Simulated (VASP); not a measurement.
These are r2SCAN+rVV10, VASP's PBE PAW potentials (set 64) (plane waves; VASP 6.6.1) values and carry that method's errors.

VASP ran on this input.

File KPOINTS_OPT:
```
k-points along high-symmetry lines
10
Line-mode
Reciprocal
  0.000000   0.000000   0.000000 ! GAMMA
  0.500000   0.000000   0.500000 ! X

  0.500000   0.000000   0.500000 ! X
  0.625000   0.250000   0.625000 ! U

  0.375000   0.375000   0.750000 ! K
  0.000000   0.000000   0.000000 ! GAMMA

  0.000000   0.000000   0.000000 ! GAMMA
  0.500000   0.500000   0.500000 ! L

  0.500000   0.500000   0.500000 ! L
  0.500000   0.250000   0.750000 ! W

  0.500000   0.250000   0.750000 ! W
  0.500000   0.000000   0.500000 ! X
```

### POSCAR
```
CoSi2
1
    0.0000000000     2.6536941199     2.6536941199
    2.6536941199     0.0000000000     2.6536941199
    2.6536941199     2.6536941199     0.0000000000
Co Si
1 2
Direct
  0.0000000000   0.0000000000   0.0000000000
  0.2500000000   0.2500000000   0.2500000000
  0.7500000000   0.7500000000   0.7500000000
```

### INCAR
```
LEFG = .TRUE.
ISIF = 2   ! forces and stress, cell fixed
LREAL = .FALSE.   ! projection in real space or not
LCHARG = .FALSE.
LUSE_VDW = .TRUE.
LWAVE = .FALSE.
NELM = 100   ! most electronic steps
ENCUT = 520   ! plane-wave cut-off (eV)
LORBIT = 11   ! lm-projected
BPARAM = 11.95
SYSTEM = CoSi2
ISMEAR = -5   ! tetrahedra, Bloechl
LMAXMIX = 4
METAGGA = R2SCAN
ALGO = Normal
LMIXTAU = .TRUE.
LASPH = .TRUE.   ! aspherical one-centre terms
PREC = Accurate
EDIFF = 1E-7
CPARAM = 0.0093
NEDOS = 601
```

KPOINTS:
```
Automatic mesh
0
Gamma
11 11 11
0 0 0
```

POTCAR, in this order: Co Si (PBE.64 set). Program: vasp_std.

The run wrote:

File OSZICAR:
```
       N       E                     dE             d eps       ncg     rms          rms(c)
DAV:   1     0.602256483120E+02    0.60226E+02   -0.73564E+03  1344   0.141E+03
DAV:   2    -0.312108769688E+02   -0.91437E+02   -0.85197E+02  1360   0.264E+02
DAV:   3    -0.354327959267E+02   -0.42219E+01   -0.41187E+01  1720   0.688E+01
DAV:   4    -0.355258215553E+02   -0.93026E-01   -0.92839E-01  1568   0.938E+00
DAV:   5    -0.355290430229E+02   -0.32215E-02   -0.32299E-02  1816   0.186E+00    0.164E+01
DAV:   6    -0.368630974127E+02   -0.13341E+01   -0.46310E+01  1564   0.153E+02    0.184E+01
DAV:   7    -0.316831960606E+02    0.51799E+01   -0.16472E+01  1720   0.110E+02    0.462E+00
DAV:   8    -0.317436186647E+02   -0.60423E-01   -0.14664E+00  2040   0.163E+01    0.335E+00
DAV:   9    -0.317089258444E+02    0.34693E-01   -0.33237E-01  1652   0.133E+01    0.672E-01
DAV:  10    -0.317148227345E+02   -0.58969E-02   -0.11917E-02  1516   0.109E+00    0.513E-01
DAV:  11    -0.317126227958E+02    0.21999E-02   -0.73919E-03  1792   0.181E+00    0.859E-02
DAV:  12    -0.317134034227E+02   -0.78063E-03   -0.18652E-03  1624   0.728E-01    0.519E-02
DAV:  13    -0.317136120015E+02   -0.20858E-03   -0.28574E-04  1652   0.283E-01    0.194E-02
DAV:  14    -0.317135916181E+02    0.20383E-04   -0.27657E-05  1664   0.952E-02    0.563E-03
DAV:  15    -0.317136069510E+02   -0.15333E-04   -0.21710E-06  1636   0.199E-02    0.438E-03
DAV:  16    -0.317136008391E+02    0.61119E-05   -0.88165E-07  1688   0.195E-02    0.623E-04
DAV:  17    -0.317136024330E+02   -0.15939E-05   -0.17856E-07   928   0.891E-03    0.943E-04
DAV:  18    -0.317136010633E+02    0.13697E-05   -0.88853E-08   764   0.700E-03    0.306E-04
DAV:  19    -0.317136018102E+02   -0.74694E-06   -0.76849E-09   724   0.150E-03    0.107E-04
DAV:  20    -0.317136018116E+02   -0.13833E-08   -0.19425E-09   740   0.485E-04
   1 F= -.31713602E+02 E0= -.31713602E+02  d E =0.000000E+00
       N       E                     dE             ncg
       N       E                     dE             ncg
```

### OUTCAR
```
------------------------ aborting loop because EDIFF is reached ----------------------------------------
  FORCE on cell =-STRESS in cart. coord.  units (eV):
  Direction    XX          YY          ZZ          XY          YZ          ZX
  --------------------------------------------------------------------------------------
  Total       -0.0127697     -0.0127697     -0.0127697     -0.0000000      0.0000000     -0.0000000
  in kB       -0.5474046     -0.5474046     -0.5474046     -0.0000000      0.0000000     -0.0000000
  external PRESSURE =      -0.5474046 kB  Pullay stress =       0.0000000 kB
  volume of cell :       37.38
      direct lattice vectors                 reciprocal lattice vectors
     0.000000000  2.653694120  2.653694120    -0.188416591  0.188416591  0.188416591
     2.653694120  0.000000000  2.653694120     0.188416591 -0.188416591  0.188416591
     2.653694120  2.653694120  0.000000000     0.188416591  0.188416591 -0.188416591
 POSITION                                       TOTAL-FORCE (eV/Angst)
 -----------------------------------------------------------------------------------
      0.00000      0.00000      0.00000        -0.000000     -0.000000     -0.000000
      1.32685      1.32685      1.32685         0.000000     -0.000000      0.000000
      3.98054      3.98054      3.98054         0.000000      0.000000     -0.000000
 -----------------------------------------------------------------------------------
    total drift:                               -0.000000     -0.000000      0.000000
  FREE ENERGIE OF THE ION-ELECTRON SYSTEM (eV)
  ---------------------------------------------------
  free  energy   TOTEN  =       -31.7136018116 eV

  energy  without entropy=      -31.7136018116  energy(sigma->0) =      -31.71360181

 total charge

# of ion       s       p       d       tot
------------------------------------------
    1        0.577   0.793   7.623   8.993
    2        0.707   0.906   0.000   1.613
    3        0.707   0.906   0.000   1.613
--------------------------------------------------
tot          1.990   2.605   7.623  12.218

 Electric field gradients after diagonalization (V/A^2)
 (convention: |V_zz| > |V_xx| > |V_yy|)
----------------------------------------------------------------------
 ion       V_xx      V_yy      V_zz     asymmetry (V_yy - V_xx)/ V_zz
----------------------------------------------------------------------
   1       0.002     0.002    -0.004       0.000
   2       0.000     0.000    -0.000       0.000
   3       0.000     0.000    -0.000       0.000
```
(Selected blocks of OUTCAR.)

For a metal the tetrahedron method with Blöchl corrections gives inexact stress and forces.

The compound is CoSi2 in the fluorite structure. It was relaxed first. The run is not spin-polarised, so no magnetic state was tried. The electron count is odd and the run is not spin-polarised, which forces a metal.
